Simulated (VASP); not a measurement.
```
Cd4Se3Te
1.0
    0.00000     3.09055     3.09055
    3.09055     0.00000     3.09055
   12.36104    12.36104     0.00116
Cd Te Se
4 1 3
Cartesian
 12.25905  12.25905   0.10314
  6.27641   6.27641   6.08578
  9.30769   9.30769   6.14505
  9.23963   9.23963   0.03201
  1.56747   1.56747   1.52307
  4.69276   4.69276   1.48833
  7.71801   7.71801   1.55364
 10.74501  10.74501   1.61718
```

Computed with PBEsol GGA, VASP's PBE PAW potentials (set 64) (plane waves; VASP). Numerical set-up: 400 eV cut-off, 10×10×3 Γ-centred mesh, tetrahedra with Blöchl corrections, potentials Cd Te Se.

The cores are frozen, which limits the accuracy of field gradients.

### Question
Give the principal components of the electric field gradient (V/Å²) and the asymmetry η at each nucleus.

### Answer

| atom | Vxx | Vyy | Vzz | η |
|---|---|---|---|---|
| Cd1 | 2.2 | 2.2 | -4.5 | 0.00 |
| Cd2 | -3.4 | -3.4 | 6.9 | 0.00 |
| Cd3 | 0.9 | 0.9 | -1.8 | 0.00 |
| Cd4 | 2.2 | 2.2 | -4.4 | 0.00 |
| Te5 | -46.6 | -46.6 | 93.3 | 0.00 |
| Se6 | 10.1 | 10.0 | -20.1 | 0.00 |
| Se7 | 10.2 | 10.2 | -20.3 | 0.00 |
| Se8 | 6.8 | 6.8 | -13.5 | 0.00 |

The structure was generated: Cd4Se3Te was put into an ordered model structure (R3m), which need not be its known phase. It was relaxed first.
